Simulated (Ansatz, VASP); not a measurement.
# AlGa3N4 (alloy, x = 0.75, one random ordering in a cell of 16 atoms (invented)) in two plane-wave programs, part 2 of 2

One calculation is typed for both programs; each brings its own data sets. How far apart do they land? The cell is generated by rule, not measured, and may not be a known phase. The cell is taken from a series of runs on this material, whose earlier steps may have relaxed, scaled, displaced or heated it; both programs get it as it stands.

VASP 6.6.1 and Ansatz 0.2.0.

So far: The starting structure; Ansatz: relaxation of cell and atoms, r2SCAN, pair 1.

## 3. VASP: relaxation of cell and atoms, r2SCAN, pair 1

Level of this step: r2SCAN; plane waves and PAW (Ga_d, Al, N); invented cell (VASP).

The same cell, functional, mesh and smearing now go to VASP, with its own data sets.

Lines of VASP's logs that name or quote its potential files are left out, and so is its time.

The input, INCAR:

```
SYSTEM = AlGa3N4
PREC = Accurate
ENCUT = 660
EDIFF = 1E-07
NELM = 120
ISMEAR = 0
SIGMA = 0.02
LREAL = .FALSE.
ALGO = Normal
METAGGA = R2SCAN
LASPH = .TRUE.
NBANDS = 39
LORBIT = 11
LWAVE = .FALSE.
LCHARG = .FALSE.
ISIF = 3
IBRION = 2
NSW = 80
EDIFFG = -0.005
GGA_COMPAT = .FALSE.
NELMIN = 4
EFERMI = MIDGAP
LMIXTAU = .TRUE.
KPAR = 2
```

The input, POSCAR:

```
AlGa3N4
1.0
    3.1587550000      0.0000000000      0.0000000000
    0.0000000000      3.1586600000      4.4624860000
    0.0000000000     -3.1586600000      4.4624860000
Ga Al N
3 1 4
Direct
    0.9999998417      0.5003320950      0.9995061118
    0.9999998417      0.9995061118      0.5003320950
    0.4999998417      0.5003652673      0.5003652673
    0.4999998417      0.9996788785      0.9996788785
    0.9999998417      0.8803601849      0.8803601849
    0.9999998417      0.3750834176      0.3750834176
    0.4999998417      0.3671324981      0.8775416589
    0.4999998417      0.8775416589      0.3671324981
```

The input, KPOINTS:

```
Automatic mesh
0
Gamma
6 4 4
0 0 0
```

Potentials, in the order of the species: Ga_d, Al and N (PBE family, release 64).

On the command line:

```console
mpirun -np 2 vasp_std
```

Numbers of over 12 decimals in the logs are rounded to 6 here.

What it wrote:

```text
[banner, memory and clock lines left out]
running    2 mpi-ranks, on    1 nodes
 distrk:  each k-point on    1 cores,    2 groups
 distr:  one band on    1 cores,    1 groups

 POSCAR found type information on POSCAR GaAlN
 POSCAR found :  3 types and       8 ions
|                                                                             |
|               ----> ADVICE to this user running VASP <----                  |
|                                                                             |
|     You enforced a specific xc type in the INCAR file but a different       |
|     [... a line on the potential file left out ...]
|     I HOPE YOU KNOW WHAT YOU ARE DOING!                                     |
|                                                                             |

 LDA part: xc-table for (None), standard interpolation
 POSCAR, INCAR and KPOINTS ok, starting setup
 FFT: planning ... GRIDC
 FFT: planning ... GRID_SOFT
 FFT: planning ... GRID
 WAVECAR not read
 entering main loop
       N       E                     dE             d eps       ncg     rms          rms(c)
DAV:   1     0.687608987594E+03    0.68761E+03   -0.34159E+04  2432   0.321E+03
DAV:   2     0.306407808820E+02   -0.65697E+03   -0.62069E+03  2318   0.788E+02
DAV:   3    -0.944071070704E+02   -0.12505E+03   -0.12094E+03  2479   0.232E+02
DAV:   4    -0.103814657452E+03   -0.94076E+01   -0.93394E+01  2936   0.664E+01
DAV:   5    -0.104050982048E+03   -0.23632E+00   -0.23602E+00  2696   0.106E+01    0.153E+01
DAV:   6    -0.866953310572E+02    0.17356E+02   -0.23625E+01  3643   0.617E+01    0.533E+00
DAV:   7    -0.836520882724E+02    0.30432E+01   -0.42150E+00  2353   0.141E+01    0.355E+00
DAV:   8    -0.890373849818E+02   -0.53853E+01   -0.40499E+00  3152   0.209E+01    0.314E+00
DAV:   9    -0.870359834053E+02    0.20014E+01   -0.12895E+00  2682   0.992E+00    0.106E+00
DAV:  10    -0.847921114957E+02    0.22439E+01   -0.73257E-01  2347   0.845E+00    0.184E-01
DAV:  11    -0.848035435844E+02   -0.11432E-01   -0.17080E-01  2580   0.449E+00    0.432E-01
DAV:  12    -0.848371064735E+02   -0.33563E-01   -0.13983E-02  3060   0.109E+00    0.417E-01
DAV:  13    -0.848291033971E+02    0.80031E-02   -0.18848E-03  3006   0.107E+00    0.247E-01
DAV:  14    -0.848339944906E+02   -0.48911E-02   -0.68558E-03  2804   0.173E+00    0.277E-01
[...]
DAV:  20    -0.848464556567E+02   -0.98077E-05   -0.76652E-06  2815   0.295E-02    0.708E-03
DAV:  21    -0.848464663673E+02   -0.10711E-04   -0.75176E-06  3032   0.953E-02    0.139E-02
DAV:  22    -0.848464689561E+02   -0.25888E-05   -0.27531E-06  3064   0.433E-02    0.874E-03
DAV:  23    -0.848464699443E+02   -0.98819E-06   -0.10096E-06  3103   0.240E-02    0.307E-03
DAV:  24    -0.848464700818E+02   -0.13745E-06   -0.54379E-07  2457   0.852E-03    0.887E-04
DAV:  25    -0.848464702482E+02   -0.16646E-06   -0.72517E-08  1288   0.365E-03    0.499E-04
DAV:  26    -0.848464704537E+02   -0.20548E-06   -0.23483E-08  1232   0.360E-03    0.211E-04
DAV:  27    -0.848464704695E+02   -0.15809E-07   -0.54656E-08  1204   0.239E-03
   1 F= -.84846470E+02 E0= -.84846470E+02  d E =-.848465E+02
[...]
2 F= -.84846676E+02 E0= -.84846676E+02  d E =-.205142E-03
[...]
3 F= -.84847599E+02 E0= -.84847599E+02  d E =-.112812E-02
[...]
4 F= -.84847598E+02 E0= -.84847598E+02  d E =-.112757E-02
[...]
5 F= -.84847639E+02 E0= -.84847639E+02  d E =-.406526E-04
 trial-energy change:   -0.000041  1 .order   -0.000046   -0.000119    0.000026
 step:   0.7060(harm=  0.7436)  dis= 0.00095  next Energy=   -84.847642 (dE=-0.436E-04)
 bond charge predicted
       N       E                     dE             d eps       ncg     rms          rms(c)
DAV:   1    -0.848476441882E+02   -0.55194E-05   -0.10041E-03  2338   0.229E-01    0.143E-02
DAV:   2    -0.848476421280E+02    0.20602E-05   -0.41613E-05  2855   0.840E-02    0.728E-03
DAV:   3    -0.848476412498E+02    0.87824E-06   -0.57302E-06  3024   0.294E-02    0.233E-03
DAV:   4    -0.848476418786E+02   -0.62880E-06   -0.23577E-06  2278   0.148E-02    0.133E-03
DAV:   5    -0.848476419362E+02   -0.57607E-07   -0.32122E-07  2263   0.627E-03
   6 F= -.84847642E+02 E0= -.84847642E+02  d E =-.439011E-04
 curvature:  -0.36 expect dE=-0.107E-05 dE for cont linesearch -0.451E-06
 trial: gam=-0.08879 g(F)=  0.900E-06 g(S)=  0.204E-05 ort = 0.130E-04 (trialstep = 0.867E+00)
 search vector abs. value=  0.171E-05
 reached required accuracy - stopping structural energy minimisation
```

Parts of OUTCAR (step 3):

```text
ion  position               nearest neighbor table
   1  1.000  0.500  1.000-   6 1.94   7 1.95   7 1.95   5 1.96
   2  1.000  1.000  0.500-   6 1.94   8 1.95   8 1.95   5 1.96
   3  0.500  0.500  0.500-   6 1.94   6 1.94   8 1.95   7 1.95
   4  0.500  1.000  1.000-   7 1.89   8 1.89   5 1.90   5 1.90
   5  1.000  0.880  0.880-   4 1.90   4 1.90   1 1.96   2 1.96
   6  1.000  0.375  0.375-   3 1.94   3 1.94   1 1.94   2 1.94
   7  0.500  0.367  0.878-   4 1.89   3 1.95   1 1.95   1 1.95
   8  0.500  0.878  0.367-   4 1.89   3 1.95   2 1.95   2 1.95

  LATTYP: Found a base centered orthorhombic cell.
 ALAT       =     6.3173200000
 B/A-ratio  =     1.4127782034
 C/A-ratio  =     0.5000150380

 Subroutine GETGRP returns: Found  4 space group operations
 (whereof  4 operations were pure point group operations)

The static configuration has the point symmetry C_2v.

 Found     28 irreducible k-points:

   k-points           NKPTS =     28   k-points in BZ     NKDIM =     28   number of bands    NBANDS=     39

   dimension x,y,z NGX =    28 NGY =   48 NGZ =   48
   dimension x,y,z NGXF=    56 NGYF=   96 NGZF=   96

   ENCUT  =  660.0 eV  48.51 Ry    6.96 a.u.   6.62 11.45 11.45*2*pi/ulx,y,z

   NELECT =      62.0000    total number of electrons

 k-points in reciprocal lattice and weights: Automatic mesh
   0.00000000  0.00000000  0.00000000       0.010
   0.16666667  0.00000000  0.00000000       0.021
   0.33333333  0.00000000  0.00000000       0.021
   0.50000000  0.00000000  0.00000000       0.010
   0.00000000  0.25000000  0.00000000       0.042
   0.16666667  0.25000000  0.00000000       0.083
   0.33333333  0.25000000  0.00000000       0.083
   0.50000000  0.25000000  0.00000000       0.042
   0.00000000  0.50000000  0.00000000       0.021
[...]
0.33333333  0.50000000  0.50000000       0.021
   0.50000000  0.50000000  0.50000000       0.010

 average (electrostatic) potential at core
       1 -67.9583       2 -67.9583       3 -67.9046       4 -75.7244       5 -64.3334
       6 -64.5326       7 -64.4307       8 -64.4307

 E-fermi :   6.5910

 k-point     1 :       0.0000    0.0000    0.0000
  band No.  band energies     occupation
    ...
     27       4.3559      2.00000
     28       4.4381      2.00000
     29       5.2011      2.00000
     30       5.2108      2.00000
     31       5.2597      2.00000
     32       7.9223      0.00000
     33       9.0833      0.00000
     34      10.6930      0.00000
     35      11.2685      0.00000
     36      13.1295      0.00000
    ...

 k-point     2 :       0.1667    0.0000    0.0000
  band No.  band energies     occupation
    ...
     27       3.7108      2.00000
     28       3.9170      2.00000
     29       4.0201      2.00000
     30       4.7737      2.00000
     31       5.1380      2.00000
     32       9.1847      0.00000
     33       9.9994      0.00000
     34      11.8327      0.00000
     35      12.2910      0.00000
     36      13.4603      0.00000
    ...

 k-point     3 :       0.3333    0.0000    0.0000
  band No.  band energies     occupation
    ...
     27       2.9188      2.00000
     28       2.9559      2.00000
     29       3.4843      2.00000
     30       3.5608      2.00000
     31       4.8490      2.00000
     32      10.9612      0.00000
     33      11.5503      0.00000
     34      12.2318      0.00000
     35      12.3405      0.00000
     36      13.6221      0.00000
    ...

  Total       -0.0118503     -0.0059962     -0.0127553      0.0000000      0.0000000      0.0000000
  in kB       -0.2124032     -0.1074745     -0.2286245      0.0000000      0.0000000      0.0000000
  external PRESSURE =      -0.1828340 kB  Pullay stress =       0.0000000 kB

  energy-cutoff  :      660.00
  volume of cell :       89.39
      direct lattice vectors                 reciprocal lattice vectors
     3.162789275  0.000000000  0.000000000     0.316176613  0.000000000  0.000000000
     0.000000000  3.162631279  4.468182312     0.000000000  0.158096204  0.111902327
     0.000000000 -3.162631279  4.468182312     0.000000000 -0.158096204  0.111902327

 POSITION                                       TOTAL-FORCE (eV/Angst)
 -----------------------------------------------------------------------------------
      3.16279     -1.57807      6.70213         0.000000      0.000336      0.000131
      3.16279      1.57807      6.70213         0.000000     -0.000336      0.000131
      1.58139      0.00000      4.47146         0.000000     -0.000000      0.002841
      1.58139      0.00000      8.93310         0.000000     -0.000000     -0.000537
      3.16279      0.00000      7.87013         0.000000     -0.000000      0.001199
      3.16279      0.00000      3.35197         0.000000     -0.000000     -0.000364
      1.58139     -1.61686      5.55954         0.000000     -0.001160     -0.001700
      1.58139      1.61686      5.55954         0.000000      0.001160     -0.001700
 -----------------------------------------------------------------------------------
    total drift:                                0.001531     -0.000000      0.030048

  FREE ENERGIE OF THE ION-ELECTRON SYSTEM (eV)
  ---------------------------------------------------
  free  energy   TOTEN  =       -84.8476419362 eV

  energy  without entropy=      -84.8476419362  energy(sigma->0) =      -84.84764194

 reached required accuracy - stopping structural energy minimisation

 total charge
# of ion       s       p       d       tot
------------------------------------------
    1        0.756   0.884  10.191  11.831
    2        0.756   0.884  10.191  11.831
    3        0.759   0.897  10.199  11.855
    4        0.368   0.441   0.000   0.809
    5        1.227   2.583   0.000   3.810
    6        1.229   2.554   0.000   3.783
    7        1.228   2.568   0.000   3.797
    8        1.228   2.568   0.000   3.797
--------------------------------------------------
tot          7.551  13.380  30.581  51.512

[... 3 further parts left out ...]
```

The PAW data sets were made with PBE, which is usual practice but a small mismatch for other functionals. The run keeps the 4 symmetry operations of its start, so it cannot find a distortion of lower symmetry.

## 4. Side by side

Known differences besides the potentials themselves: VASP keeps PBE cores, Ansatz makes them for the functional; the cutoff is 600 eV in Ansatz and 660 eV in VASP; Ansatz adds a Pulay correction to the stress that steers its cell, VASP none. Total energies have different zeros and are not compared.

The two programs side by side:

| quantity | Ansatz | VASP | difference |
| --- | --- | --- | --- |
| volume (Å³) | 89.06 | 89.39 | -0.36 % |
| edge a after relaxation, in the typed setting (Å) | 3.159 | 3.163 | -0.12 % |
| edge b after relaxation, in the typed setting (Å) | 5.468 | 5.474 | -0.12 % |

## 5. Ansatz: relaxation of cell and atoms, r2SCAN, pair 2

The relaxed volume is the usual yardstick between codes: in a stiff, nearly cubic crystal its relative difference is about their pressure difference at one cell divided by the bulk modulus.

The cell is taken from a series of runs on this material, whose earlier steps may have relaxed, scaled, displaced or heated it; both programs get it as it stands.

The input, input.yaml:

```yaml
crystal:
  lattice:
    - [3.158889722, 0.0, 0.0]
    - [0.0, 3.158773583, 4.4628779129]
    - [0.0, -3.158773583, 4.4628779129]
  atoms:
    - { symbol: Ga, position: [0.0, 0.5003706624, -0.0004411507] }
    - { symbol: Ga, position: [0.0, -0.0004411507, 0.5003706624] }
    - { symbol: Al, position: [0.5, -0.000357328, -0.000357328] }
    - { symbol: Ga, position: [0.5, 0.5003420519, 0.5003420519] }
    - { symbol: "N", position: [0.0, 0.8803053705, 0.8803053705] }
    - { symbol: "N", position: [0.0, 0.3751168592, 0.3751168592] }
    - { symbol: "N", position: [0.5, 0.3671007847, 0.87756275] }
    - { symbol: "N", position: [0.5, 0.87756275, 0.3671007847] }
kpoints:
  mp_grid: { grid: [6, 4, 4] }
hamiltonian:
  xc: r2scan
  pseudopotentials: { kind: paw, azcp: { folder: soft_1 } }
scf:
  occupations: { method: fixed }
output:
  forces: true
  stress: true
  eigenvalues: true
basis:
  ecutwfc: 600.0
relax:
  adjacent_minimum: "off"
  f_tol: 0.001
  max_steps: 60
  cell: { stress_tol: 0.01 }
```

On the command line:

```console
ansatz run input.yaml --threads 4 --pin off --max-ram 10240MiB --backend cpu --events-out ev --progress --plain --runs-dir out
```

What it wrote:

```text
[...]
Crystal: 8 atoms, lattice volume = 89.063 Å³
Basis set: ecut = 600 eV, 2973 PW (Γ), exchange–correlation on 108×180×180 points (64 copies of the dense FFT grid, shifted against one another)
Bands: 39, of which v1, the nominal top of the filled ones, is band 31 counted from 1 (30 counted from 0)
Symmetry: 4 space group operations
[...]
- [0, -3.158759, 4.462865]
  atoms:
    - { symbol: Ga, position: [0, 0.500378, -0.000446846] }
    - { symbol: Ga, position: [0, -0.000446846, 0.500378] }
    - { symbol: Al, position: [0.5, -0.00034343, -0.00034343] }
    - { symbol: Ga, position: [0.5, 0.500338, 0.500338] }
    - { symbol: N, position: [0, 0.880301, 0.880301] }
    - { symbol: N, position: [0, 0.375115, 0.375115] }
    - { symbol: N, position: [0.5, 0.367097, 0.877562] }
    - { symbol: N, position: [0.5, 0.877562, 0.367097] }
[key lines of the parts left out:]
SCF converged after 5 iterations
Free energy (F): -13457.554397 eV
Fermi energy:    8.877524 eV
P = ⅓ Tr σ = -0.0007 GPa (-0.007 kbar)
```

## 6. VASP: relaxation of cell and atoms, r2SCAN, pair 2

The same cell, functional and mesh now go to VASP, with its own data sets.

Changes to INCAR since step 3:

```diff
@@ -6,3 +6,3 @@
 ISMEAR = 0
-SIGMA = 0.02
+SIGMA = 0.01
 LREAL = .FALSE.
```

The input, POSCAR:

```
AlGa3N4
1.0
    3.1588900000      0.0000000000      0.0000000000
    0.0000000000      3.1587740000      4.4628780000
    0.0000000000     -3.1587740000      4.4628780000
Ga Al N
3 1 4
Direct
    0.0000000000      0.5003705625      0.9995588552
    0.0000000000      0.9995588552      0.5003705625
    0.5000000000      0.5003420439      0.5003420439
    0.5000000000      0.9996427193      0.9996427193
    0.0000000000      0.8803053769      0.8803053769
    0.0000000000      0.3751167968      0.3751167968
    0.5000000000      0.3671007254      0.8775626958
    0.5000000000      0.8775626958      0.3671007254
```

KPOINTS is that of step 3.

On the command line:

```console
mpirun -np 2 vasp_std
```

What it wrote:

```text
[banner, memory and clock lines left out]
running    2 mpi-ranks, on    1 nodes
[...]
[... a notice as in an earlier step ...]

 LDA part: xc-table for (None), standard interpolation
 POSCAR, INCAR and KPOINTS ok, starting setup
[...]
entering main loop
       N       E                     dE             d eps       ncg     rms          rms(c)
DAV:   1     0.686699698104E+03    0.68670E+03   -0.33911E+04  2454   0.322E+03
DAV:   2     0.319758658809E+02   -0.65472E+03   -0.62031E+03  2318   0.796E+02
DAV:   3    -0.950431209152E+02   -0.12702E+03   -0.12355E+03  2491   0.233E+02
DAV:   4    -0.103840602217E+03   -0.87975E+01   -0.87315E+01  2977   0.651E+01
[...]
DAV:  23    -0.848465478372E+02   -0.40999E-06   -0.49938E-07  2557   0.146E-02    0.456E-03
DAV:  24    -0.848465480464E+02   -0.20919E-06   -0.55112E-07  2692   0.132E-02    0.118E-03
DAV:  25    -0.848465479732E+02    0.73185E-07   -0.26880E-07  1905   0.619E-03
   1 F= -.84846548E+02 E0= -.84846548E+02  d E =-.848465E+02
[... from here on, the cycles between the ionic steps are left out ...]
   2 F= -.84846681E+02 E0= -.84846681E+02  d E =-.133088E-03
   3 F= -.84847604E+02 E0= -.84847604E+02  d E =-.105606E-02
   4 F= -.84847603E+02 E0= -.84847603E+02  d E =-.105537E-02
   5 F= -.84847649E+02 E0= -.84847649E+02  d E =-.458221E-04
   6 F= -.84847653E+02 E0= -.84847653E+02  d E =-.493002E-04
[...]
reached required accuracy - stopping structural energy minimisation
```

Parts of OUTCAR (step 6):

```text
  Total       -0.0125256     -0.0078208     -0.0159523      0.0000000      0.0000000      0.0000000
  in kB       -0.2245036     -0.1401771     -0.2859224      0.0000000      0.0000000      0.0000000
  external PRESSURE =      -0.2168677 kB  Pullay stress =       0.0000000 kB

 POSITION                                       TOTAL-FORCE (eV/Angst)
 -----------------------------------------------------------------------------------
      0.00000     -1.57819      6.70227         0.000000      0.000716      0.000186
      0.00000      1.57819      6.70227         0.000000     -0.000716      0.000186
      1.58138      0.00000      4.47174         0.000000      0.000000      0.002064
      1.58138      0.00000      8.93316         0.000000      0.000000     -0.000737
      0.00000      0.00000      7.87013         0.000000      0.000000      0.001800
      0.00000      0.00000      3.35217         0.000000      0.000000     -0.000694
      1.58138     -1.61697      5.55963         0.000000     -0.000571     -0.001402
      1.58138      1.61697      5.55963         0.000000      0.000571     -0.001402
 -----------------------------------------------------------------------------------
    total drift:                               -0.000000     -0.000000      0.030403

  FREE ENERGIE OF THE ION-ELECTRON SYSTEM (eV)
  ---------------------------------------------------
  free  energy   TOTEN  =       -84.8476526441 eV

  energy  without entropy=      -84.8476526441  energy(sigma->0) =      -84.84765264

[... 2 parts as in an earlier step ...]

[... 2 further parts left out ...]
[key lines of the parts left out:]
E-fermi :   6.5909
```

## 7. Differences

What differs besides the data sets and the points named for the pairs above, as far as they apply: fixed occupations in Ansatz, narrow Gaussian smearing in VASP. Total energies have different zeros and are not compared.

The two programs side by side:

| quantity | Ansatz | VASP | difference |
| --- | --- | --- | --- |
| volume (Å³) | 89.06 | 89.39 | -0.36 % |
| edge a after relaxation, in the typed setting (Å) | 3.159 | 3.163 | -0.12 % |
| edge b after relaxation, in the typed setting (Å) | 5.468 | 5.474 | -0.12 % |

## 8. Summary of results

```json
{
 "difference in volume (relaxation of cell and atoms, r2SCAN, pair 1)": "-0.36 %",
 "difference in volume (relaxation of cell and atoms, r2SCAN, pair 2)": "-0.36 %"
}
```

**Reading.** The difference in volume is -0.36 % (relaxation of cell and atoms, r2SCAN, pair 2), within the 1.2 % picked in this series as the mark of a large difference, as far as the stopping tolerances let one tell. How closely two codes agree says nothing of how well the functional describes the real material.

[Lines on the potential files, build, host, timing and source positions are cut from VASP's logs without a mark.]

[Logs are printed without paths, hosts, clocks, repeated set-up lines and the standing remarks that a program may print on its own settings, such as how far it seeks lower states.]

[Hosts, paths, dates, database ids (printed as entryN), source tags and the programs' standing remarks are cut or masked in the printed files.]
